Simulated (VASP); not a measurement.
Given:

```
LiCl
1.0
    0.00000     2.59325     2.59325
    2.59325     0.00000     2.59325
    2.59325     2.59325     0.00000
Li Cl
1 1
Direct
  0.00000   0.00000   0.00000
  0.50000   0.50000   0.50000
```

The numbers are results of vdW-DF2, VASP's PBE PAW potentials (set 64) (plane waves; VASP), not measurements. Run with 520 eV cut-off, Gaussian smearing of 0.050 eV, potentials Li_sv Cl.

Task: Give the energies of bands 3 to 8 at the high-symmetry points, in eV from the valence-band maximum.

Result: 
```
band      Γ      X      U      L      W
----  -----  -----  -----  -----  -----
3      0.00  -2.70  -2.31  -2.64  -1.97
4      0.00  -1.03  -1.66  -0.24  -1.97
5      0.00  -1.03  -0.77  -0.24  -0.99
6      6.25   7.82   8.10   6.83   9.42
7     11.97   8.53   9.93   9.45  10.01
8     11.97  12.23  11.35   9.45  10.46
```

The gap is indirect, 6.25 eV, from the valence maximum at K-Γ at 0.79 to the conduction minimum at Γ.

Measured: gap 9.40 eV (computed value off by -3.15 eV), as given by Wei Chen et al., Physical Review Materials (2018), doi:10.1103/physrevmaterials.2.073803.

The compound is LiCl in the rock salt structure. It was relaxed first.
